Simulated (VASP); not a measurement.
Level of theory: PBE GGA, VASP's PBE PAW potentials (set 64) (plane waves; VASP).

A VASP calculation is set up with these files.

INCAR:
```
ALGO  =  Normal
EDIFF  =  1E-6
ENCUT  =  300
GGA  =  PE
ISIF  =  2
ISMEAR  =  1
LASPH  =  .True.
LCHARG  =  .False.
LMAXMIX  =  6
LREAL  =  .False.
LWAVE  =  .False.
NELM  =  100
PREC  =  Accurate
SIGMA  =  0.1
SYSTEM  =  HfN
```

### KPOINTS
```
Regular mesh
0
G
12 12 12
```

**POSCAR**
```
HfN
1.0
  0.0000000000   2.3052000000   2.3052000000
  2.3052000000   0.0000000000   2.3052000000
  2.3052000000   2.3052000000   0.0000000000
Hf N
1 1
Cartesian
  0.0000000000   0.0000000000   0.0000000000
  2.3052000000   2.3052000000   2.3052000000
```

POTCAR, in this order: Hf_pv N (PBE.64 set). Program: vasp_std.

The run wrote:

**OSZICAR**
```
       N       E                     dE             d eps       ncg     rms          rms(c)
DAV:   1     0.213243836243E+02    0.21324E+02   -0.60610E+03  1595   0.826E+02
DAV:   2    -0.230106830271E+02   -0.44335E+02   -0.42253E+02  1997   0.191E+02
DAV:   3    -0.244461967464E+02   -0.14355E+01   -0.14175E+01  2044   0.308E+01
DAV:   4    -0.244598962377E+02   -0.13699E-01   -0.13659E-01  1942   0.281E+00
DAV:   5    -0.244601686392E+02   -0.27240E-03   -0.27193E-03  2079   0.250E-01    0.446E+01
DAV:   6    -0.218422954565E+02    0.26179E+01   -0.14010E+01  1772   0.250E+01    0.378E+01
DAV:   7    -0.217481257397E+02    0.94170E-01   -0.57799E-01  1827   0.664E+00    0.238E+01
DAV:   8    -0.217267829848E+02    0.21343E-01   -0.12152E-01  1794   0.325E+00    0.411E+00
DAV:   9    -0.217197224810E+02    0.70605E-02   -0.38532E-02  1833   0.136E+00    0.124E+00
DAV:  10    -0.217193797890E+02    0.34269E-03   -0.27660E-03  1892   0.444E-01    0.970E-02
DAV:  11    -0.217193740683E+02    0.57207E-05   -0.73775E-05  1849   0.900E-02    0.565E-02
DAV:  12    -0.217193717418E+02    0.23265E-05   -0.20107E-05  1885   0.370E-02    0.246E-02
DAV:  13    -0.217193715470E+02    0.19475E-06   -0.17114E-06  1322   0.116E-02
   1 F= -.21719372E+02 E0= -.21719518E+02  d E =0.440001E-03
```

**OUTCAR**
```
------------------------ aborting loop because EDIFF is reached ----------------------------------------
  FORCE on cell =-STRESS in cart. coord.  units (eV):
  Direction    XX          YY          ZZ          XY          YZ          ZX
  --------------------------------------------------------------------------------------
  Total       -4.5399659     -4.5399659     -4.5399659     -0.0000000      0.0000000      0.0000000
  in kB     -296.8980522   -296.8980522   -296.8980522     -0.0000000      0.0000000      0.0000000
  external PRESSURE =    -296.8980522 kB  Pullay stress =       0.0000000 kB
  volume of cell :       24.50
      direct lattice vectors                 reciprocal lattice vectors
     0.000000000  2.305200000  2.305200000    -0.216900920  0.216900920  0.216900920
     2.305200000  0.000000000  2.305200000     0.216900920 -0.216900920  0.216900920
     2.305200000  2.305200000  0.000000000     0.216900920  0.216900920 -0.216900920
 POSITION                                       TOTAL-FORCE (eV/Angst)
 -----------------------------------------------------------------------------------
      0.00000      0.00000      0.00000         0.000000     -0.000000     -0.000000
      2.30520      2.30520      2.30520        -0.000000      0.000000      0.000000
 -----------------------------------------------------------------------------------
    total drift:                               -0.000000      0.000000      0.000000
  FREE ENERGIE OF THE ION-ELECTRON SYSTEM (eV)
  ---------------------------------------------------
  free  energy   TOTEN  =       -21.7193715470 eV

  energy  without entropy=      -21.7198115484  energy(sigma->0) =      -21.71951821
```
(Selected blocks of OUTCAR.)

At this cut-off the stress carries a Pulay error, which pulls relaxed volumes low.

The compound is HfN in the rock salt structure. The cell was not relaxed at this level. The run is one of a series of settings (ENCUT = 300 against the base run), some of them coarse on purpose. The electron count is odd and the run is not spin-polarised, which forces a metal.
